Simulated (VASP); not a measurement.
Consider the following.

```
CELL_PARAMETERS angstrom
      0.00000     3.35064     3.35064
      3.35064     0.00000     3.35064
      3.35064     3.35064     0.00000
ATOMIC_POSITIONS crystal
  K  0.00000 0.00000 0.00000
  Br 0.50000 0.50000 0.50000
```

Computed with PBE GGA, VASP's PBE PAW potentials (set 64) (plane waves; VASP). Numerical set-up: 400 eV cut-off, 7×7×7 Γ-centred mesh, Gaussian smearing of 0.010 eV, potentials K_sv Br.

Give the electronic dielectric tensor ε∞ (DFPT, local fields included).

```
2.50  0.00  0.00
0.00  2.50  0.00
0.00  0.00  2.50
```

Give the Born effective charges.

| atom | Z*xx | Z*yy | Z*zz | mean |
|---|---|---|---|---|
| K1 | 1.14 | 1.14 | 1.14 | 1.14 |
| Br2 | -1.14 | -1.14 | -1.14 | -1.14 |

And the static tensor with the ions free?

```
5.61  0.00  0.00
0.00  5.61  0.00
0.00  0.00  5.61
```

Which frequencies do the optical Γ-point modes have (no LO-TO splitting)?

102 (×3) cm⁻¹.

The compound is KBr in the rock salt structure. It was relaxed first.
